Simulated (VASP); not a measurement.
The system is C.

```xyz
4
Lattice="2.4673 0.0000 0.0000 -1.2336 2.1367 0.0000 0.0000 0.0000 7.8031" Properties=species:S:1:pos:R:3 pbc="T T T"
C     0.0000    0.0000    1.9508
C     0.0000    0.0000    5.8523
C     0.0000    1.4245    1.9508
C     1.2336    0.7122    5.8523
```

| Property | Result |
| --- | --- |
| Program | VASP 6.6.1 |
| Task | relaxation of cell and atoms |
| Functional | PBE |
| Dispersion | D3(BJ) |
| Potentials or basis | VASP PAW PBE potentials, release 64 (C) |
| Cutoff | 520 eV |
| k mesh | 15 × 15 × 4 |
| Occupations | gaussian, width 0.02 eV |
| Spin | no spin polarisation |

At the start: pressure -0.8 GPa; volume 10.28 Å³/atom.

Problem. How do energy, volume and symmetry change on relaxing?

Solution. Over 21 steps the energy falls by 13.5 meV/atom and the volume is 8.81 Å³/atom (-14.3 %); space group P6_3/mmc (No. 194, to 0.05 Å).

The path:
| step | energy change (eV) | largest force (eV/Å) | pressure (GPa) | volume (Å³) |
| --- | --- | --- | --- | --- |
| 1 | 0.0000 | 0.0000 | -0.77 | 41.14 |
| 2 | -0.0030 | 0.0000 | -0.37 | 40.84 |
| 3 | -0.0109 | 0.0000 | 0.88 | 39.97 |
| 4 | -0.0217 | 0.0000 | 3.63 | 38.23 |
| 5 | -0.0133 | 0.0000 | 10.49 | 34.82 |
| 6 | -0.0240 | 0.0000 | 5.09 | 37.41 |
| 7 | -0.0243 | 0.0000 | 5.07 | 37.39 |
| 8 | -0.0253 | 0.0000 | 5.03 | 37.32 |
| 9 | -0.0273 | 0.0000 | 4.95 | 37.18 |
| 10 | -0.0311 | 0.0000 | 4.79 | 36.92 |
| 11 | -0.0379 | 0.0000 | 4.47 | 36.38 |
| 12 | -0.0474 | 0.0000 | 3.88 | 35.30 |
| 13 | -0.0371 | 0.0000 | 3.07 | 33.13 |
| 14 | -0.0492 | 0.0000 | 3.61 | 34.75 |
| 15 | -0.0493 | 0.0000 | 3.55 | 34.60 |
| 16 | -0.0515 | 0.0000 | 2.57 | 34.80 |
| 17 | -0.0538 | 0.0000 | 0.23 | 35.33 |
| 18 | -0.0538 | 0.0000 | 0.13 | 35.35 |
| 19 | -0.0538 | 0.0000 | 0.14 | 35.34 |
| 20 | -0.0539 | 0.0000 | 0.09 | 35.30 |
| 21 | -0.0539 | 0.0000 | 0.01 | 35.23 |

Final structure:
```
C
1.0
     2.46594    0.00000    0.00000
    -1.23297    2.13556    0.00000
     0.00000    0.00000    6.69071
C
4
Direct
  0.00000 0.00000 0.25000
  0.00000 0.00000 0.75000
  0.33333 0.66667 0.25000
  0.66667 0.33333 0.75000
```
